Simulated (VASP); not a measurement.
Here is the system:

```yaml
crystal:
  lattice:
    - [1.99961, 1.15447, 6.54884]
    - [-1.99961, 1.15447, 6.54884]
    - [0.00000, -2.30895, 6.54884]
  atoms:
    - { symbol: In, position: [0.50060, 0.50060, 0.50060] }
    - { symbol: Ga, position: [0.00002, 0.00002, 0.00002] }
    - { symbol: P, position: [0.11944, 0.11944, 0.11944] }
    - { symbol: P, position: [0.62992, 0.62992, 0.62992] }
```

These are PBEsol GGA, VASP's PBE PAW potentials (set 64) (plane waves; VASP) values and carry that method's errors. Run with 400 eV cut-off, 7×7×7 Γ-centred mesh, tetrahedra with Blöchl corrections, potentials In_d Ga_d P.

Unless said otherwise, spin-orbit coupling is left out, though it shifts the bands of the heavy elements here.

**Question.** Tabulate the total density of states (states/eV per cell) against energy (eV; zero at the valence-band maximum or, without a gap, the Fermi level).

**Answer.** 
(E (eV), DOS (states/eV)): (-9.89, 1.86); (-9.58, 3.03); (-9.15, 0.00); (-8.83, 0.00); (-8.41, 0.00); (-8.09, 0.00); (-7.77, 0.00); (-7.34, 0.00); (-7.03, 0.00); (-6.71, 0.00); (-6.28, 3.88); (-5.96, 1.13); (-5.54, 1.97); (-5.22, 1.32); (-4.90, 0.85); (-4.47, 0.62); (-4.16, 0.48); (-3.73, 1.42); (-3.41, 2.29); (-3.09, 2.54); (-2.67, 3.29); (-2.35, 3.09); (-2.03, 2.41); (-1.60, 3.23); (-1.29, 2.74); (-0.86, 1.37); (-0.54, 0.86); (-0.22, 0.30); (0.20, 0.00); (0.52, 0.00); (0.95, 0.01); (1.26, 0.13); (1.58, 0.58); (2.01, 2.13); (2.33, 2.61); (2.65, 3.07); (3.07, 2.84); (3.39, 2.55); (3.82, 1.74); (4.13, 1.63)
Within 2 eV below the valence-band maximum the largest weight inside VASP's projection spheres is P p, then In p.

The structure comes from a computed database's InGaP2 entry (R3m); how it stands against other phases isn't given here. It was relaxed first.
